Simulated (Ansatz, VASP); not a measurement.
# Two plane-wave programs on BeCd3S4

```
Be S Cd
1.0
     5.61602    0.00000    0.00000
     0.00000    5.61602    0.00000
     0.00000    0.00000    5.61602
Be S Cd
1 4 3
Cartesian
  0.0000 0.0000 0.0000
  1.2447 1.2447 1.2447
  4.3714 4.3714 1.2447
  4.3714 1.2447 4.3714
  1.2447 4.3714 4.3714
  2.8080 2.8080 0.0000
  2.8080 0.0000 2.8080
  0.0000 2.8080 2.8080
```

Alike in both runs: task single point; functional PBE; k mesh 4 × 4 × 4; no spin polarisation.

|  | VASP | Ansatz |
| --- | --- | --- |
| version | VASP 6.6.1 | Ansatz 0.2.0 |
| potentials or method | VASP PAW PBE potentials, release 64 (Be, S, Cd) | plane waves, PAW |
| plane-wave cutoff (eV) | 520 | 420 |
| occupations | gaussian, width 0.01 eV | fixed |
| valence electrons in the cell | 62 | 86 |

```tsv
	VASP	Ansatz	Ansatz less VASP
gap on the k mesh at the Fermi level (eV)	1.74	1.73	-0.013
pressure (GPa)	1.5	1.3	-0.29
rms of the force components (eV/Å)	0.059	0.044	-0.0149
```

The two sets of potentials don't hold the same shells in valence.

A k mesh can miss the band edges.
